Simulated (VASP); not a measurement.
Computed with PBE GGA, VASP's PBE PAW potentials (set 64) (plane waves; VASP 6.6.1).

The input files of a VASP run:

File KPOINTS:
```
Regular mesh
0
G
  8 8 8
```

File POSCAR:
```
MgS
1
   -0.0000000000     2.6116333956     2.6116333956
    2.6116333956    -0.0000000000     2.6116333956
    2.6116333956     2.6116333956     0.0000000000
Mg S
1 1
Direct
  0.0000000000   0.0000000000   0.0000000000
  0.5000000000   0.5000000000   0.5000000000
```

### INCAR
```
ALGO  =  Normal
EDIFF  =  1E-7
ENCUT  =  480
GGA  =  PE
ISIF  =  2
ISMEAR  =  0
LASPH  =  .TRUE.
LCHARG  =  .FALSE.
LREAL  =  .FALSE.
LWAVE  =  .FALSE.
NELM  =  100
PREC  =  Accurate
SIGMA  =  0.05
SYSTEM  =  MgS
```

POTCAR, in this order: Mg S (PBE.64 set). Program: vasp_std.

What VASP printed:

**OSZICAR**
```
       N       E                     dE             d eps       ncg     rms          rms(c)
DAV:   1     0.214418486204E+02    0.21442E+02   -0.34923E+03   480   0.753E+02
DAV:   2    -0.808637918659E+01   -0.29528E+02   -0.28336E+02   680   0.105E+02
DAV:   3    -0.890992152927E+01   -0.82354E+00   -0.82354E+00   576   0.241E+01
DAV:   4    -0.891288671053E+01   -0.29652E-02   -0.29652E-02   712   0.161E+00
DAV:   5    -0.891289009872E+01   -0.33882E-05   -0.33882E-05   592   0.519E-02    0.436E+00
DAV:   6    -0.854389791571E+01    0.36899E+00   -0.95874E-01   504   0.484E+00    0.343E+00
DAV:   7    -0.850296214379E+01    0.40936E-01   -0.23716E-01   608   0.259E+00    0.229E+00
DAV:   8    -0.850294515915E+01    0.16985E-04   -0.13600E-02   544   0.986E-01    0.894E-01
DAV:   9    -0.850275749370E+01    0.18767E-03   -0.55542E-04   576   0.191E-01    0.279E-01
DAV:  10    -0.850279653005E+01   -0.39036E-04   -0.15049E-04   632   0.804E-02    0.141E-02
DAV:  11    -0.850279409535E+01    0.24347E-05   -0.21352E-05   568   0.239E-02    0.108E-02
DAV:  12    -0.850279410316E+01   -0.78085E-08   -0.42035E-07   664   0.557E-03
   1 F= -.85027941E+01 E0= -.85027941E+01  d E =-.302686E-17
```

**OUTCAR**
```
------------------------ aborting loop because EDIFF is reached ----------------------------------------
  FORCE on cell =-STRESS in cart. coord.  units (eV):
  Direction    XX          YY          ZZ          XY          YZ          ZX
  --------------------------------------------------------------------------------------
  Total       -0.0047368     -0.0047368     -0.0047368      0.0000000      0.0000000      0.0000000
  in kB       -0.2130223     -0.2130223     -0.2130223      0.0000000      0.0000000      0.0000000
  external PRESSURE =      -0.2130223 kB  Pullay stress =       0.0000000 kB
  volume of cell :       35.63
      direct lattice vectors                 reciprocal lattice vectors
     0.000000000  2.611633396  2.611633396    -0.191451067  0.191451067  0.191451067
     2.611633396  0.000000000  2.611633396     0.191451067 -0.191451067  0.191451067
     2.611633396  2.611633396  0.000000000     0.191451067  0.191451067 -0.191451067
 POSITION                                       TOTAL-FORCE (eV/Angst)
 -----------------------------------------------------------------------------------
      0.00000      0.00000      0.00000         0.000000      0.000000     -0.000000
      2.61163      2.61163      2.61163        -0.000000     -0.000000      0.000000
 -----------------------------------------------------------------------------------
    total drift:                                0.000000      0.000000      0.000000
  FREE ENERGIE OF THE ION-ELECTRON SYSTEM (eV)
  ---------------------------------------------------
  free  energy   TOTEN  =        -8.5027941032 eV

  energy  without entropy=       -8.5027941032  energy(sigma->0) =       -8.50279410
```
(Selected blocks of OUTCAR.)

**OUTCAR**
```
 val. band max:        3.6235002950   @ k =   0.0000   0.0000   0.0000

 cond. band min:       6.3739328355   @ k =   0.5000   0.5000   0.0000


 Fermi energy:         3.9047082652

 k-point     1 :       0.0000    0.0000    0.0000
  band No.  band energies     occupation
      1      -8.9786      2.00000
      2       3.6235      2.00000
      3       3.6235      2.00000
      4       3.6235      2.00000
      5       7.2435      0.00000
      6      11.5850      0.00000
      7      11.5850      0.00000
      8      11.5850      0.00000

 k-point     2 :       0.1250    0.0000    0.0000
  band No.  band energies     occupation
      1      -8.8304      2.00000
      2       2.5833      2.00000
      3       3.5250      2.00000
      4       3.5250      2.00000
      5       8.0501      0.00000
      6      11.2579      0.00000
      7      11.8267      0.00000
      8      11.8267      0.00000

 k-point     3 :       0.2500    0.0000    0.0000
  band No.  band energies     occupation
      1      -8.4301      2.00000
      2       0.8455      2.00000
      3       3.3098      2.00000
      4       3.3098      2.00000
      5       8.5395      0.00000
      6      11.4307      0.00000
      7      11.4307      0.00000
      8      11.8625      0.00000

 k-point     4 :       0.3750    0.0000    0.0000
  band No.  band energies     occupation
      1      -7.9433      2.00000
      2      -0.5763      2.00000
      3       3.1200      2.00000
      4       3.1200      2.00000
      5       8.2897      0.00000
      6      10.7634      0.00000
      7      10.7634      0.00000
      8      13.2667      0.00000

 k-point     5 :       0.5000    0.0000    0.0000
  band No.  band energies     occupation
      1      -7.7025      2.00000
      2      -1.1446      2.00000
      3       3.0474      2.00000
      4       3.0474      2.00000
      5       8.1550      0.00000
      6      10.5171      0.00000
      7      10.5171      0.00000
...
```

The compound is MgS in the rock salt structure. It was relaxed first.
